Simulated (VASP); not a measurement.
Output of a VASP run:

File OUTCAR:
```
 ion  position               nearest neighbor table
   1  0.000  0.000  0.000-   3 1.97   6 1.97   5 1.99   4 1.99   4 1.99   5 1.99   2 3.58   2 3.58
                             2 3.58   2 3.58   2 3.58   2 3.58   2 3.58   2 3.58
   2  0.500  0.500  0.500-   4 1.97   5 1.97   3 1.99   6 1.99   3 1.99   6 1.99   1 3.58   1 3.58
                             1 3.58   1 3.58   1 3.58   1 3.58   1 3.58   1 3.58
   3  0.304  0.304  0.000-   1 1.97   2 1.99   2 1.99
   4  0.804  0.196  0.500-   2 1.97   1 1.99   1 1.99
   5  0.196  0.804  0.500-   2 1.97   1 1.99   1 1.99
   6  0.696  0.696  0.000-   1 1.97   2 1.99   2 1.99
  LATTYP: Found a simple tetragonal cell.
 ALAT       =     4.5763043467
 C/A-ratio  =     0.6684720376
 Subroutine PRICEL returns:
 Original cell was already a primitive cell.
 Subroutine GETGRP returns: Found 16 space group operations
The static configuration has the point symmetry D_2h.
 The point group associated with its full space group is D_4h.
The dynamic configuration has the point symmetry D_2h.
 Subroutine INISYM returns: Found 16 space group operations
 Subroutine IBZKPT returns following result:
 Found     24 irreducible k-points:

 Following reciprocal coordinates:
            Coordinates               Weight
  0.000000  0.000000  0.000000      1.000000
  0.200000  0.000000  0.000000      4.000000
  0.400000  0.000000  0.000000      4.000000
  0.200000  0.200000  0.000000      4.000000
  0.400000  0.200000  0.000000      8.000000
  0.400000  0.400000  0.000000      4.000000
  0.000000  0.000000  0.142857      2.000000
  0.200000  0.000000  0.142857      8.000000
  0.400000  0.000000  0.142857      8.000000
  0.200000  0.200000  0.142857      8.000000
  0.400000  0.200000  0.142857     16.000000
  0.400000  0.400000  0.142857      8.000000
  0.000000  0.000000  0.285714      2.000000
  0.200000  0.000000  0.285714      8.000000
  0.400000  0.000000  0.285714      8.000000
  0.200000  0.200000  0.285714      8.000000
  0.400000  0.200000  0.285714     16.000000
  0.400000  0.400000  0.285714      8.000000
  0.000000  0.000000  0.428571      2.000000
  0.200000  0.000000  0.428571      8.000000
  0.400000  0.000000  0.428571      8.000000
  0.200000  0.200000  0.428571      8.000000
  0.400000  0.200000  0.428571     16.000000
  0.400000  0.400000  0.428571      8.000000
   k-points           NKPTS =     24   k-points in BZ     NKDIM =     24   number of bands    NBANDS=      8
   number of dos      NEDOS =    301   number of ions     NIONS =      6
   total plane-waves  NPLWV =  31104
   dimension x,y,z NGX =    36 NGY =   36 NGZ =   24
   dimension x,y,z NGXF=    72 NGYF=   72 NGZF=   48
   ions per type =               2   4
   PREC   = accura    normal or accurate (medium, high low for compatibility)
   ISTART =      0    job   : 0-new  1-cont  2-samecut
   ICHARG =      2    charge: 1-file 2-atom 10-const
   ISPIN  =      1    spin polarized calculation?
   LNONCOLLINEAR =      F non collinear calculations
   LSORBIT =      F    spin-orbit coupling
   INIWAV =      1    electr: 0-lowe 1-rand  2-diag
   ENCUT  =  520.0 eV  38.22 Ry    6.18 a.u.   8.51  8.51  5.69*2*pi/ulx,y,z
   NELM   =    100;   NELMIN=  2; NELMDL= -5     # of ELM steps
   EDIFF  = 0.1E-06   stopping-criterion for ELM
   LREAL  =      F    real-space projection
   NLSPLINE    = F    spline interpolate recip. space projectors
   LMAXMIX     =    2 max onsite mixed and CHGCAR
   VOSKOWN=      0    Vosko Wilk Nusair interpolation
   EDIFFG = -.1E-01   stopping-criterion for IOM
   NSW    =     30    number of steps for IOM
   NBLOCK =      1;   KBLOCK =     30    inner block; outer block
   IBRION =      2    ionic relax: 0-MD 1-quasi-New 2-CG
   NFREE  =      1    steps in history (QN), initial steepest desc. (CG)
   ISIF   =      4    stress and relaxation
   ISYM   =      2    0-nonsym 1-usesym 2-fastsym
   TEIN   =    0.0    initial temperature
   TEBEG  =    0.0;   TEEND  =   0.0 temperature during run
   SMASS  =  -3.00    Nose mass-parameter (am)
   PSTRESS=    0.0 pullay stress
   NELECT =       8.0000    total number of electrons
...
```

File OSZICAR:
```
       N       E                     dE             d eps       ncg     rms          rms(c)
DAV:   1     0.369771851338E+01    0.36977E+01   -0.31972E+03   392   0.758E+02
DAV:   2    -0.155865999235E+02   -0.19284E+02   -0.18161E+02   496   0.777E+01
DAV:   3    -0.163140622831E+02   -0.72746E+00   -0.72746E+00   536   0.211E+01
DAV:   4    -0.163153827820E+02   -0.13205E-02   -0.13205E-02   496   0.892E-01
DAV:   5    -0.163153892209E+02   -0.64389E-05   -0.64387E-05   592   0.524E-02    0.671E+00
DAV:   6    -0.152997274693E+02    0.10157E+01   -0.91458E-01   384   0.572E+00    0.338E+00
DAV:   7    -0.149739995148E+02    0.32573E+00   -0.11047E+00   416   0.675E+00    0.526E-01
DAV:   8    -0.149851059243E+02   -0.11106E-01   -0.21564E-02   440   0.119E+00    0.808E-02
DAV:   9    -0.149850893231E+02    0.16601E-04   -0.69556E-04   592   0.215E-01    0.182E-02
DAV:  10    -0.149851178833E+02   -0.28560E-04   -0.41143E-05   440   0.639E-02    0.941E-03
DAV:  11    -0.149851170603E+02    0.82301E-06   -0.60048E-06   496   0.127E-02    0.181E-03
DAV:  12    -0.149851170406E+02    0.19733E-07   -0.18295E-07   440   0.378E-03
   1 F= -.14985117E+02 E0= -.14985117E+02  d E =-.149851E+02
       N       E                     dE             d eps       ncg     rms          rms(c)
DAV:   1    -0.149856934424E+02   -0.57638E-03   -0.41268E-03   496   0.483E-01    0.281E-02
DAV:   2    -0.149856913908E+02    0.20516E-05   -0.27987E-05   408   0.461E-02    0.174E-02
DAV:   3    -0.149856910324E+02    0.35832E-06   -0.16480E-05   480   0.266E-02    0.194E-03
DAV:   4    -0.149856910919E+02   -0.59449E-07   -0.30597E-07   424   0.447E-03
   2 F= -.14985691E+02 E0= -.14985691E+02  d E =-.574051E-03
       N       E                     dE             d eps       ncg     rms          rms(c)
DAV:   1    -0.149863953777E+02   -0.70435E-03   -0.32675E-02   496   0.136E+00    0.790E-02
DAV:   2    -0.149863768083E+02    0.18569E-04   -0.22257E-04   408   0.130E-01    0.488E-02
DAV:   3    -0.149863719622E+02    0.48460E-05   -0.13225E-04   464   0.750E-02    0.549E-03
DAV:   4    -0.149863725660E+02   -0.60380E-06   -0.24256E-06   448   0.127E-02    0.293E-03
DAV:   5    -0.149863730038E+02   -0.43774E-06   -0.62918E-07   424   0.592E-03    0.299E-04
DAV:   6    -0.149863730159E+02   -0.12183E-07   -0.11870E-08   224   0.958E-04
   3 F= -.14986373E+02 E0= -.14986373E+02  d E =-.125598E-02
```

**OUTCAR**
```
------------------------ aborting loop because EDIFF is reached ----------------------------------------
  FORCE on cell =-STRESS in cart. coord.  units (eV):
  Direction    XX          YY          ZZ          XY          YZ          ZX
  --------------------------------------------------------------------------------------
  Total       -1.0143874     -1.0143874     -1.0146461      0.0000000      0.0000000      0.0000000
  in kB      -25.3680156    -25.3680156    -25.3744857      0.0000000      0.0000000      0.0000000
  external PRESSURE =     -25.3701723 kB  Pullay stress =       0.0000000 kB
  volume of cell :       64.07
      direct lattice vectors                 reciprocal lattice vectors
     4.592527032  0.000000000  0.000000000     0.217745044 -0.000000000  0.000000000
     0.000000000  4.592527032  0.000000000     0.000000000  0.217745044  0.000000000
     0.000000000  0.000000000  3.037557454     0.000000000  0.000000000  0.329211880
 POSITION                                       TOTAL-FORCE (eV/Angst)
 -----------------------------------------------------------------------------------
      0.00000      0.00000      0.00000        -0.000000      0.000000     -0.000000
      2.29626      2.29626      1.51878        -0.000000      0.000000     -0.000000
      1.39830      1.39830      0.00000        -0.002157     -0.002157      0.000000
      3.69456      0.89797      1.51878        -0.002157      0.002157     -0.000000
      0.89797      3.69456      1.51878         0.002157     -0.002157     -0.000000
      3.19423      3.19423      0.00000         0.002157      0.002157     -0.000000
 -----------------------------------------------------------------------------------
    total drift:                                0.000000     -0.000000     -0.000000
  FREE ENERGIE OF THE ION-ELECTRON SYSTEM (eV)
  ---------------------------------------------------
  free  energy   TOTEN  =       -14.9863730159 eV

  energy  without entropy=      -14.9863730159  energy(sigma->0) =      -14.98637302

 reached required accuracy - stopping structural energy minimisation
```
(Selected blocks of OUTCAR.)

**POSCAR**
```
MgH2
1
    4.5763043467     0.0000000000     0.0000000000
    0.0000000000     4.5763043467     0.0000000000
    0.0000000000     0.0000000000     3.0591314915
Mg H
2 4
Direct
  1.0000000000   1.0000000000   0.0000000000
  0.5000000000   0.5000000000   0.5000000000
  0.3042036405   0.3042036405   0.0000000000
  0.8042036405   0.1957963595   0.5000000000
  0.1957963595   0.8042036405   0.5000000000
  0.6957963595   0.6957963595   0.0000000000
```

Task: Write an INCAR and KPOINTS that could have produced this output.

Result: One answer among several that fit: the input of the run itself, optB86b-vdW, plane waves, VASP's PBE PAW potentials (set 64).

**INCAR**
```
SYSTEM = MgH2
PREC = Accurate
ENCUT = 520
EDIFF = 1E-7
NELM = 100
ALGO = Normal
LREAL = .FALSE.
LASPH = .TRUE.
ISMEAR = 0
SIGMA = 0.05
GGA = MK
PARAM1 = 0.1234
PARAM2 = 1.0
LUSE_VDW = .TRUE.
AGGAC = 0.0
LWAVE = .FALSE.
LCHARG = .FALSE.
ISIF = 4
IBRION = 2
NSW = 30
EDIFFG = -0.01
```

**KPOINTS**
```
Regular mesh
0
gamma
 5 5 7
```

POTCAR, in this order: Mg H (PBE.64 set). Program: vasp_std.

The compound is MgH2 in the rutile structure. This cell is one point of a volume scan, at 1.06 of the reference volume. Symmetry was kept, so distortions that lower it aren't found.
